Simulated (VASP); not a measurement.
Here is the system:

```
CuZn
1.0
    2.92373     0.00000     0.00000
    0.00000     2.92373     0.00000
    0.00000     0.00000     2.92373
Zn Cu
1 1
Direct
  0.50000   0.50000   0.50000
  0.00000   0.00000   0.00000
```

Computed with PBE GGA with D4 dispersion, VASP's PBE PAW potentials (set 64) (plane waves; VASP). Run with 520 eV cut-off, 11×11×11 Γ-centred mesh, first-order Methfessel-Paxton smearing of 0.10 eV, potentials Zn Cu.

Q: Estimate the energy per atom (σ→0), band gap (on the k-mesh) with the smallest direct gap where there is one.

A: 
```json
{
 "band gap (on the k-mesh)": "none (metal, semimetal or under 0.01 eV)",
 "energy per atom (σ→0)": "-2.956 eV/atom"
}
```

Total energies compare only between runs with the same potentials, cut-off and functional.

The compound is CuZn in the CsCl type structure. It was relaxed first. The start is the result of an earlier pass. The electron count is odd and the run is not spin-polarised, which forces a metal.
